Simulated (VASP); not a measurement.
Level of theory: PBEsol GGA, VASP's PBE PAW potentials (set 64) (plane waves; VASP).

A VASP calculation is set up with these files.

### KPOINTS
```
Automatic mesh
0
Gamma
6 6 4
0 0 0
```

### INCAR
```
# general
SYSTEM =ZrS2
PREC   =Accurate
ENCUT  =400
LREAL  =.FALSE.
LASPH  =.TRUE.

# electronic loop
EDIFF  =1E-6
NELM   =100
ALGO   =Normal
LMAXMIX=4

# smearing
ISMEAR =0
SIGMA  =0.05

# functional
GGA    =PS

# ions
IBRION =2
NSW    =60
ISIF   =3
EDIFFG =-0.02

# output
LWAVE  =.FALSE.
LCHARG =.FALSE.
```

File POSCAR:
```
ZrS2
1.0
  1.8201926153  -3.1526661111   0.0000000000
  1.8201926153   3.1526661111   0.0000000000
  0.0000000000   0.0000000000   5.7987959361
Zr S
1 2
Cartesian
  0.0000000000   0.0000000000   0.0000000000
  1.8201926153   1.0508908055   1.4454898097
  1.8201926153  -1.0508908055   4.3533061264
```

POTCAR, in this order: Zr_sv S (PBE.64 set). Program: vasp_std.

Without a dispersion term in the relaxation, distances and binding between the weakly bound layers, chains or molecules are unreliable, and so is what depends on them.

### Question
What does the run give for the energy per atom (σ→0), volume per atom, band gap (on the k-mesh)?

### Answer

```json
{
  "energy per atom (σ→0)": "-7.516 eV/atom",
  "band gap (on the k-mesh)": "0.72 eV",
  "volume_per_atom": "22.16 Å³/atom"
}
```

### OSZICAR
```
...
DAV:   1    -0.225476820367E+02   -0.52993E-03   -0.17815E-02   784   0.118E+00    0.177E-01
DAV:   2    -0.225473030932E+02    0.37894E-03   -0.14514E-03   872   0.313E-01    0.723E-02
DAV:   3    -0.225472263057E+02    0.76788E-04   -0.24250E-04  1120   0.108E-01    0.244E-02
DAV:   4    -0.225472258966E+02    0.40909E-06   -0.26283E-05  1264   0.322E-02    0.201E-02
DAV:   5    -0.225472302248E+02   -0.43282E-05   -0.62357E-06  1176   0.154E-02    0.648E-03
DAV:   6    -0.225472316709E+02   -0.14460E-05   -0.10649E-06   512   0.749E-03    0.165E-03
DAV:   7    -0.225472317447E+02   -0.73804E-07   -0.30771E-07   440   0.373E-03
   5 F= -.22547232E+02 E0= -.22547232E+02  d E =-.138304E-03
```

The compound is ZrS2 in the 1T layered structure. This run relaxes it. Symmetry was kept, so distortions that lower it aren't found. The start is the result of an earlier pass.
